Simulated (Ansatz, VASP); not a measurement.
# H9C5S2N3O4F2: VASP beside Ansatz

One calculation is typed for both programs; each brings its own data sets. How far apart do they land? The structure shown is frame 133 of Ansatz's trajectory.

Calculated with Ansatz 0.2.0; plane waves, with VASP 6.6.1 beside it; single point at PBE with D3(BJ).

### Step 1. The structure

The cell holds 75 atoms: 15 C, 9 N, 27 H, 6 S, 12 O and 6 F. Cell: a = 9.425 Å, b = 9.425 Å, c = 9.425 Å, α = 90.0°, β = 90.0°, γ = 90.0°.

Structure file:

```cif
data_structure
_symmetry_space_group_name_H-M 'P 1'
_symmetry_Int_Tables_number 1
_cell_length_a 9.4245
_cell_length_b 9.4245
_cell_length_c 9.4245
_cell_angle_alpha 90.000
_cell_angle_beta 90.000
_cell_angle_gamma 90.000
_cell_volume 837.10
loop_
_atom_site_label
_atom_site_type_symbol
_atom_site_fract_x
_atom_site_fract_y
_atom_site_fract_z
_atom_site_occupancy
C1 C 0.78031 0.19385 0.31888 1
C2 C 0.78901 0.95524 0.43552 1
C3 C 0.88487 0.87640 0.50162 1
C4 C 0.14716 0.91429 0.55434 1
C5 C 0.98493 0.08411 0.43367 1
C6 C 0.74914 0.47774 0.97712 1
C7 C 0.85955 0.55289 0.21186 1
C8 C 0.96993 0.64178 0.24641 1
C9 C 0.10577 0.82617 0.12926 1
C10 C 0.93760 0.65431 0.01359 1
C11 C 0.84445 0.13508 0.76274 1
C12 C 0.77443 0.00675 0.98701 1
C13 C 0.66861 0.92383 0.03047 1
C14 C 0.44402 0.83812 0.92047 1
C15 C 0.63600 0.97967 0.79830 1
N16 N 0.85089 0.08396 0.39436 1
N17 N 0.01122 0.96038 0.49733 1
N18 N 0.84557 0.55874 0.06450 1
N19 N 0.01398 0.70728 0.12636 1
N20 N 0.75395 0.04609 0.84970 1
N21 N 0.58289 0.90735 0.91472 1
N22 N 0.21657 0.37504 0.60164 1
N23 N 0.49906 0.52565 0.44411 1
N24 N 0.30021 0.30128 0.06997 1
H25 H 0.67142 0.21734 0.36097 1
H26 H 0.77857 0.17143 0.20653 1
H27 H 0.84677 0.28574 0.33604 1
H28 H 0.68021 0.95932 0.40528 1
H29 H 0.87580 0.78347 0.56658 1
H30 H 0.23708 0.96381 0.49475 1
H31 H 0.15168 0.79822 0.54029 1
H32 H 0.14245 0.93748 0.67248 1
H33 H 0.04980 0.18442 0.43249 1
H34 H 0.64612 0.50316 0.99903 1
H35 H 0.75357 0.36177 0.00238 1
H36 H 0.77739 0.47349 0.86557 1
H37 H 0.78261 0.48353 0.27362 1
H38 H 0.03210 0.67048 0.34023 1
H39 H 0.10237 0.87714 0.02218 1
H40 H 0.21911 0.79612 0.15886 1
H41 H 0.05783 0.89945 0.20550 1
H42 H 0.95879 0.67934 0.90871 1
H43 H 0.78385 0.20409 0.68515 1
H44 H 0.91637 0.05946 0.70873 1
H45 H 0.90828 0.20911 0.83149 1
H46 H 0.86480 0.04678 0.04173 1
H47 H 0.65822 0.85578 0.12383 1
H48 H 0.36280 0.91716 0.92227 1
H49 H 0.44563 0.77478 0.01311 1
H50 H 0.43542 0.76437 0.83459 1
H51 H 0.58258 0.00079 0.69173 1
S52 S 0.33151 0.26964 0.68099 1
S53 S 0.11559 0.48781 0.68820 1
S54 S 0.45607 0.65382 0.33573 1
S55 S 0.63095 0.58989 0.54762 1
S56 S 0.42821 0.20536 0.12441 1
S57 S 0.14063 0.26643 0.14030 1
O58 O 0.27929 0.14565 0.74741 1
O59 O 0.44506 0.25750 0.58106 1
O60 O 0.19398 0.59035 0.77809 1
O61 O 0.97895 0.43430 0.73552 1
O62 O 0.33720 0.74627 0.38174 1
O63 O 0.56201 0.72795 0.24063 1
O64 O 0.60208 0.73452 0.59358 1
O65 O 0.77699 0.54354 0.51574 1
O66 O 0.40842 0.04844 0.14583 1
O67 O 0.54950 0.26262 0.04815 1
O68 O 0.11791 0.34603 0.27085 1
O69 O 0.07747 0.12385 0.12432 1
F70 F 0.40340 0.36272 0.81247 1
F71 F 0.07058 0.57470 0.54830 1
F72 F 0.37031 0.55227 0.23542 1
F73 F 0.59443 0.50151 0.67995 1
F74 F 0.48042 0.25113 0.27597 1
F75 F 0.06873 0.36095 0.01426 1
```

### Step 2. Ansatz: dynamics, PBE with D3(BJ)

Ansatz runs on its default PAW (the set named soft_2) files.

One frame of this run of dynamics is then solved in both programs, so the motion causes no difference.

input.yaml

```yaml
crystal:
  lattice:
    - [9.4245, 0.0, 0.0]
    - [0.0, 9.4245, 0.0]
    - [0.0, 0.0, 9.4245]
  atoms:
    - { symbol: C, position: [0.79188, 0.19746, 0.31177] }
    - { symbol: "N", position: [0.85796, 0.07223, 0.37056] }
    - { symbol: C, position: [0.79597, 0.9501, 0.4157] }
    - { symbol: C, position: [0.88721, 0.86469, 0.48149] }
    - { symbol: "N", position: [0.01298, 0.94578, 0.47729] }
    - { symbol: C, position: [0.14571, 0.92642, 0.564] }
    - { symbol: C, position: [0.99321, 0.07225, 0.41623] }
    - { symbol: H, position: [0.69433, 0.22307, 0.36978] }
    - { symbol: H, position: [0.76058, 0.17499, 0.20261] }
    - { symbol: H, position: [0.86833, 0.28792, 0.31647] }
    - { symbol: H, position: [0.68446, 0.94054, 0.38386] }
    - { symbol: H, position: [0.88172, 0.75706, 0.52632] }
    - { symbol: H, position: [0.23552, 0.00645, 0.53424] }
    - { symbol: H, position: [0.18688, 0.81513, 0.54399] }
    - { symbol: H, position: [0.1168, 0.93833, 0.67655] }
    - { symbol: H, position: [0.063, 0.16311, 0.40908] }
    - { symbol: C, position: [0.75842, 0.51453, 0.96465] }
    - { symbol: "N", position: [0.84086, 0.58937, 0.06336] }
    - { symbol: C, position: [0.8462, 0.56217, 0.20619] }
    - { symbol: C, position: [0.95296, 0.64962, 0.25067] }
    - { symbol: "N", position: [0.00513, 0.72725, 0.13768] }
    - { symbol: C, position: [0.12219, 0.82093, 0.14446] }
    - { symbol: C, position: [0.94013, 0.67776, 0.01769] }
    - { symbol: H, position: [0.6524, 0.53741, 0.98583] }
    - { symbol: H, position: [0.77084, 0.39832, 0.98783] }
    - { symbol: H, position: [0.79418, 0.54647, 0.8586] }
    - { symbol: H, position: [0.78925, 0.47931, 0.24878] }
    - { symbol: H, position: [0.01015, 0.68147, 0.34274] }
    - { symbol: H, position: [0.13164, 0.86947, 0.03021] }
    - { symbol: H, position: [0.21968, 0.76329, 0.17086] }
    - { symbol: H, position: [0.1032, 0.90272, 0.22345] }
    - { symbol: H, position: [0.97123, 0.71794, 0.90945] }
    - { symbol: C, position: [0.81728, 0.13784, 0.73914] }
    - { symbol: "N", position: [0.74256, 0.04513, 0.8297] }
    - { symbol: C, position: [0.78288, 0.00145, 0.96292] }
    - { symbol: C, position: [0.67954, 0.92173, 0.01952] }
    - { symbol: "N", position: [0.57154, 0.91755, 0.9162] }
    - { symbol: C, position: [0.43785, 0.84696, 0.92704] }
    - { symbol: C, position: [0.60988, 0.99926, 0.80061] }
    - { symbol: H, position: [0.74834, 0.22127, 0.68846] }
    - { symbol: H, position: [0.85775, 0.05788, 0.66984] }
    - { symbol: H, position: [0.90298, 0.20005, 0.79919] }
    - { symbol: H, position: [0.88685, 0.0369, 0.00316] }
    - { symbol: H, position: [0.65738, 0.88752, 0.13148] }
    - { symbol: H, position: [0.35779, 0.9207, 0.88662] }
    - { symbol: H, position: [0.42425, 0.816, 0.02749] }
    - { symbol: H, position: [0.43475, 0.74536, 0.87561] }
    - { symbol: H, position: [0.55867, 0.0015, 0.70032] }
    - { symbol: "N", position: [0.23968, 0.3772, 0.58336] }
    - { symbol: S, position: [0.32475, 0.26984, 0.66836] }
    - { symbol: O, position: [0.25411, 0.16446, 0.75227] }
    - { symbol: O, position: [0.44309, 0.20806, 0.5968] }
    - { symbol: F, position: [0.3948, 0.37351, 0.78453] }
    - { symbol: S, position: [0.14172, 0.47332, 0.67863] }
    - { symbol: O, position: [0.20293, 0.57895, 0.77253] }
    - { symbol: O, position: [0.01453, 0.40133, 0.73182] }
    - { symbol: F, position: [0.0811, 0.57257, 0.55806] }
    - { symbol: "N", position: [0.50863, 0.52111, 0.46912] }
    - { symbol: S, position: [0.46428, 0.62593, 0.3556] }
    - { symbol: O, position: [0.36412, 0.73351, 0.39787] }
    - { symbol: O, position: [0.56929, 0.68489, 0.25537] }
    - { symbol: F, position: [0.35348, 0.54715, 0.25613] }
    - { symbol: S, position: [0.62775, 0.58406, 0.56542] }
    - { symbol: O, position: [0.60002, 0.72322, 0.62464] }
    - { symbol: O, position: [0.77289, 0.54617, 0.53944] }
    - { symbol: F, position: [0.59289, 0.5001, 0.71035] }
    - { symbol: "N", position: [0.28841, 0.30217, 0.04578] }
    - { symbol: S, position: [0.41266, 0.22072, 0.11252] }
    - { symbol: O, position: [0.40638, 0.08241, 0.17192] }
    - { symbol: O, position: [0.54604, 0.24956, 0.04359] }
    - { symbol: F, position: [0.43793, 0.3042, 0.25338] }
    - { symbol: S, position: [0.14878, 0.2742, 0.13263] }
    - { symbol: O, position: [0.13661, 0.35253, 0.2593] }
    - { symbol: O, position: [0.10494, 0.13236, 0.13335] }
    - { symbol: F, position: [0.03834, 0.34765, 0.03473] }
kpoints:
  mp_grid: { grid: [1, 1, 1] }
hamiltonian:
  xc: pbe
  dispersion: d3bj
scf:
  occupations: { method: fermi_dirac, width: 0.025 }
output:
  forces: true
md:
  timestep: 0.5
  n_steps: 400
  ensemble: nvt_nose_hoover
  temperature: 350
  initial_velocities: maxwell_boltzmann
  seed: 3270
```

Started as:

```
$ ansatz run input.yaml --threads 4 --pin off --max-ram 8192MiB --backend cpu --events-out ev --progress --plain --runs-dir out
```

Numbers of over 12 decimals in the logs are rounded to 6 here.

The log of the run:

```text
Warning: md: disabling space-group detection — thermal motion breaks the input geometry's symmetry, so no spatial operation reduces the k-mesh or symmetrises the density; time reversal is kept, so that k and −k are solved as one point where they differ and the mesh holds both, and exact exchange and, on two spinor components, a DFT+U term hold to it where the run has them: on two components no moment then forms, and  [...]
Engine: ansatz 0.2.0, aarch64-unknown-linux-gnu
Pseudopotentials: kind: paw
Pseudopotential: C, paw, valence charge 4, recommended cutoff 420 eV (normal), C.paw.azcp
Pseudopotential: N, paw, valence charge 5, recommended cutoff 420 eV (normal), N.paw.azcp
Pseudopotential: H, paw, valence charge 1, recommended cutoff 420 eV (normal), H.paw.azcp
Pseudopotential: S, paw, valence charge 6, recommended cutoff 420 eV (normal), S.paw.azcp
Pseudopotential: O, paw, valence charge 6, recommended cutoff 420 eV (normal), O.paw.azcp
Pseudopotential: F, paw, valence charge 7, recommended cutoff 420 eV (normal), F.paw.azcp
Functional definition: PBE
  parameter kappa = 0.804
  parameter beta = 0.066725
  exchange = pbe_x(kappa = kappa, mu = beta*pi^2/3)
  correlation = pbe_c(beta = beta)
Crystal: 75 atoms, lattice volume = 837.095 Å³
Basis set: ecut = 420 eV, 16375 PW (Γ), exchange–correlation on 128×128×128 points (8 copies of the dense FFT grid, shifted against one another)
Bands: 216, of which v1, the nominal top of the filled ones, is band 141 counted from 1 (140 counted from 0)
Symmetry: 1 space group operations
k-points: 1
Non-local potential: C, projectors of the file, l = 0: 2, l = 1: 2, l = 2: 1
Non-local potential: N, projectors of the file, l = 0: 2, l = 1: 2, l = 2: 1
Non-local potential: H, projectors of the file, l = 0: 2, l = 1: 1
Non-local potential: S, projectors of the file, l = 0: 2, l = 1: 2, l = 2: 2
Non-local potential: O, projectors of the file, l = 0: 2, l = 1: 2, l = 2: 1
Non-local potential: F, projectors of the file, l = 0: 2, l = 1: 2, l = 2: 1
PAW form: soft (Blöchl's): semilocal exchange-correlation on the pseudo side does not see the compensation charge
PAW one-centre angular grid: C, 110 points (default); XC on 64 Gauss nodes
PAW one-centre angular grid: N, 110 points (default); XC on 64 Gauss nodes
PAW one-centre angular grid: H, 110 points (default); XC on 64 Gauss nodes
PAW one-centre angular grid: S, 110 points (default); XC on 64 Gauss nodes
PAW one-centre angular grid: O, 110 points (default); XC on 64 Gauss nodes
PAW one-centre angular grid: F, 110 points (default); XC on 64 Gauss nodes
Initial density: superposition of atomic densities (neutral atoms: chi_scale 0, normalization atom), corrected by the library's trained network
Initial wavefunctions: pseudopotential atomic-orbital guess
Functional: x = pbe(κ = 0.804, μ = 0.219515), c = pbe(β = 0.066725)
SCF iter   1: F=—  HF=-24710.240582 eV  |F-HF|=—  |Δ(HF+E_count)|=         —  Δρ=5.73e-3  dr2=2.55e-1  ethr=1.77e-3  ⟨swp⟩=6.0  Hψ=1031  notcnv=0  defer=20
preconditioner: auto → Resta (q_TF=auto, 2.276 Å⁻¹)  ε∞=2.7  [insulator: Δε(μ)=3.914 eV  Ē_g=16.036 eV  σ=0.025 eV  W_gap=1.00  n_scr=170 (ndim 8)  ℏωp=21.1 eV  f_vac=0.216  D(μ)=0.00/eV (n_scr^D=0)  ε∞_Penn≈2.7]
SCF iter   2: F=—  HF=-24710.160185 eV  |F-HF|=—  |Δ(HF+E_count)|=   8.04e-2  Δρ=2.88e-3  dr2=4.97e-2  ethr=9.05e-5  ⟨swp⟩=2.0  Hψ=357  notcnv=0  defer=67
SCF iter   3: F=—  HF=-24710.178133 eV  |F-HF|=—  |Δ(HF+E_count)|=   1.79e-2  Δρ=1.23e-3  dr2=1.30e-2  ethr=1.76e-5  ⟨swp⟩=2.0  Hψ=282  notcnv=0  defer=67
SCF iter   4: F=—  HF=-24710.180540 eV  |F-HF|=—  |Δ(HF+E_count)|=   2.41e-3  Δρ=4.56e-4  dr2=1.80e-3  ethr=4.61e-6  ⟨swp⟩=2.0  Hψ=282  notcnv=0  defer=67
SCF iter   5: F=—  HF=-24710.180516 eV  |F-HF|=—  |Δ(HF+E_count)|=   2.47e-5  Δρ=2.06e-4  dr2=3.88e-4  ethr=6.39e-7  ⟨swp⟩=2.0  Hψ=283  notcnv=0  defer=67
SCF iter   6: F=—  HF=-24710.180531 eV  |F-HF|=—  |Δ(HF+E_count)|=   1.54e-5  Δρ=7.94e-5  dr2=6.36e-5  ethr=1.38e-7  ⟨swp⟩=2.0  Hψ=283  notcnv=0  defer=67
SCF iter   7: F=—  HF=-24710.181779 eV  |F-HF|=—  |Δ(HF+E_count)|=   1.25e-3  Δρ=2.74e-5  dr2=7.06e-6  ethr=2.25e-8  ⟨swp⟩=2.0  Hψ=278  notcnv=0  defer=67
SCF iter   8: F=—  HF=-24710.181780 eV  |F-HF|=—  |Δ(HF+E_count)|=   1.16e-6  Δρ=1.33e-5  dr2=1.37e-6  ethr=2.50e-9  ⟨swp⟩=2.0  Hψ=281  notcnv=0  defer=67
SCF iter   9: F=—  HF=-24710.181780 eV  |F-HF|=—  |Δ(HF+E_count)|=   1.30e-7  Δρ=5.04e-6  dr2=2.14e-7  ethr=4.84e-10  ⟨swp⟩=2.0  Hψ=283  notcnv=0  defer=67
[...]
md step   393: t =   196.50 fs  T =   426.0 K  F+E_penalty+E_count = -24712.70401623 eV  E_kin = 4.074404 eV  conserved = -24706.84436977 eV  (4 SCF iters)
[... from here on, the SCF cycles and remarks between the steps are left out ...]
md step   394: t =   197.00 fs  T =   419.4 K  F+E_penalty+E_count = -24712.64720557 eV  E_kin = 4.011869 eV  conserved = -24706.84455763 eV  (4 SCF iters)
md step   395: t =   197.50 fs  T =   408.8 K  F+E_penalty+E_count = -24712.54988281 eV  E_kin = 3.909910 eV  conserved = -24706.84375955 eV  (4 SCF iters)
md step   396: t =   198.00 fs  T =   395.6 K  F+E_penalty+E_count = -24712.42756322 eV  E_kin = 3.784255 eV  conserved = -24706.84181196 eV  (4 SCF iters)
md step   397: t =   198.50 fs  T =   383.4 K  F+E_penalty+E_count = -24712.31280568 eV  E_kin = 3.666880 eV  conserved = -24706.83931573 eV  (4 SCF iters)
md step   398: t =   199.00 fs  T =   375.9 K  F+E_penalty+E_count = -24712.24509305 eV  E_kin = 3.595849 eV  conserved = -24706.83765771 eV  (4 SCF iters)
md step   399: t =   199.50 fs  T =   375.9 K  F+E_penalty+E_count = -24712.25004598 eV  E_kin = 3.595512 eV  conserved = -24706.83803168 eV  (4 SCF iters)
md step   400: t =   200.00 fs  T =   382.7 K  F+E_penalty+E_count = -24712.32226795 eV  E_kin = 3.660541 eV  conserved = -24706.84027760 eV  (8 SCF iters)
SCF converged after 8 iterations
Free energy (F): -24712.322268 eV
Harris-Foulkes:  -24712.322268 eV  (|F-HF|=9.54e-9)
Internal energy: -24712.322268 eV  (E = F + TS)
E sigma→0 (E₀):  -24712.322268 eV
Fermi energy:    2.790488 eV
--- Per-component energies (eV) ---
  E_band       = -2163.243194
  E_kinetic    = 6974.121122
  E_local      = -21813.355453  (includes V_loc(G=0)·N_el)
  E_nonlocal   = 2039.377863
  E_hartree    = 7973.944346
  E_xc         = -3442.768882
  E_vxc        = -4150.554326  (∫ρ·V_xc dr)
  E_paw        = -9362.155827  (= ΣΔE_a)
  E_vpaw       = -1160.730233  (= ΣTr[D̂ρ^β])
  E_aug_tail   = 0.006151  (compensation charges beyond the density's cutoff)
  E_ewald      = -7076.141292
  E_disp       = -5.350295  (pairwise vdW)
  E_smearing   = -0.000000  (= −TS)
  E_closure    = 0.000000  (closes the sum)
  Σ components = -24712.322268   (vs F -24712.322268, Δ=0.00e0)
--- Forces (eV/Å), atoms counted from 1 ---
  atom   1  C     -0.20431980    -1.17825510    -0.81090163
  atom   2  N      2.63539761     0.84871498     0.18207286
  atom   3  C     -2.52221470    -0.63347823    -0.28168678
  atom   4  C      1.17638718     1.47883241     0.37136127
  atom   5  N      0.58254158    -0.04322152    -0.09618671
  atom   6  C     -2.01894452    -0.78091604     0.15088573
  atom   7  C     -0.30851563    -2.01565150     1.02084473
  atom   8  H      0.01913677     0.46923637     0.40401325
  atom   9  H      0.23885567     0.33391168    -0.12075380
  atom  10  H     -0.98843790    -0.18513593     0.34393922
  atom  11  H      0.52975546    -0.46005657    -0.08027604
  atom  12  H     -0.14686802     0.44921732     0.01982195
  atom  13  H      0.47850990     0.18244251     0.13618319
  atom  14  H      0.14260267     0.55074972     0.00291514
  atom  15  H      0.06489480     0.52892059    -1.30834751
  atom  16  H      0.08785276     0.24068879    -0.11146851
  atom  17  C      3.54473276    -2.01321870    -0.37426836
  atom  18  N     -0.71353929    -0.64304521    -0.30266248
  atom  19  C     -0.20079607    -0.80850815     0.92407546
  atom  20  C      0.25124709     0.40168271    -0.62022568
  atom  21  N     -0.39751806    -0.21007301     1.00803111
  atom  22  C     -0.32280269    -0.92938131    -1.67727939
  atom  23  C      0.72915945     0.58177727     2.25141889
  atom  24  H     -2.58786020     1.77748469     0.76767270
[...]
atom  68  S     -1.36021704     2.45241243    -0.49821178
  atom  69  O     -0.57305773    -2.94190092    -0.54380773
  atom  70  O      1.68363981     0.31090078    -1.13505920
  atom  71  F      0.10075401    -0.27376788     2.09173641
  atom  72  S      2.23737919    -1.81317513    -0.85538625
  atom  73  O     -0.41001016     1.06837609     0.13259370
  atom  74  O     -0.67548117    -0.62181721     0.31652211
  atom  75  F      0.08196759     1.03431095     0.55846486
  max |Σ_I F_I| component: 5.16e-5 eV/Å
--- MD trajectory: 400 steps, t = 0.0 → 200.0 fs ---
  final state: T = 382.7 K   F+E_penalty+E_count = -24712.32226795 eV   E_kin = 3.660541 eV
  conserved energy: peak-to-peak 1.175e-2 eV (1.566e-4 eV/atom) over 200.0 fs
```

In the SCF lines HF is the Harris–Foulkes energy and dr2 the Hartree energy of the density residual, in eV; the loop may stop once dr2 is under the threshold and the program's other checks hold. Hψ counts applications of the Hamiltonian.

(Part 1 of 2 ends here.)

[Lines on the potential files, build, host, timing and source positions are cut from VASP's logs without a mark.]

[Logs are printed without paths, hosts, clocks, repeated set-up lines and the standing remarks that a program may print on its own settings, such as how far it seeks lower states.]

[Hosts, paths, dates, database ids (printed as entryN), source tags and the programs' standing remarks are cut or masked in the printed files.]
